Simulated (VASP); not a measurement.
Consider the following.

```xyz
2
Lattice="1.7795 -3.0821 0.0000 1.7795 3.0821 0.0000 0.0000 0.0000 5.5223" Properties=species:S:1:pos:R:3 pbc="T T T"
Tm     1.7795     1.0274     1.3806
Tm     1.7795    -1.0274     4.1417
```

These are PBE GGA, VASP's PBE PAW potentials (set 64) (plane waves; VASP 6.6.1) values and carry that method's errors. Run with 480 eV cut-off, 12×12×6 Γ-centred mesh, first-order Methfessel-Paxton smearing of 0.10 eV, potentials Tm_3.

The 4f electrons are frozen in the core of the lanthanide potential, so 4f levels, which can set the real gap, and their magnetism are missing. Energy and stress use the plane-wave basis of the starting cell.

**Question.** The ions, cell shape and volume at an external pressure of 15.0 GPa are relaxed. Predict the relaxed structure.

**Answer.** 
```xyz
2
Lattice="1.6479 -2.8543 0.0000 1.6479 2.8543 0.0000 0.0000 0.0000 5.1196" Properties=species:S:1:pos:R:3 pbc="T T T"
Tm     1.6479     0.9514     1.2799
Tm     1.6479    -0.9514     3.8397
```
Space group P6_3/mmc (194), at a tolerance of 0.03 Å.

**Question.** How do energy and volume change from the first to the last step?

**Answer.** The energy (σ→0) changes by +251.1 meV/atom and the volume by -20.5 %, in 8 ionic steps.

```tsv
step	E(σ→0) (eV)	max force (eV/Å)	pressure (GPa)	volume (Å³)
1	-8.9560	0.000	0.08	60.57
2	-7.0060	0.000	38.74	39.05
3	-8.4855	0.000	14.35	48.51
4	-8.4550	0.000	14.97	48.17
5	-8.4333	0.000	15.40	47.94
6	-8.4694	0.000	14.68	48.33
7	-8.4544	0.000	14.98	48.17
8	-8.4538	0.000	14.99	48.16
```

The compound is Tm in the hcp structure. This run relaxes it under an external pressure of 15 GPa. Symmetry was kept, so distortions that lower it aren't found.
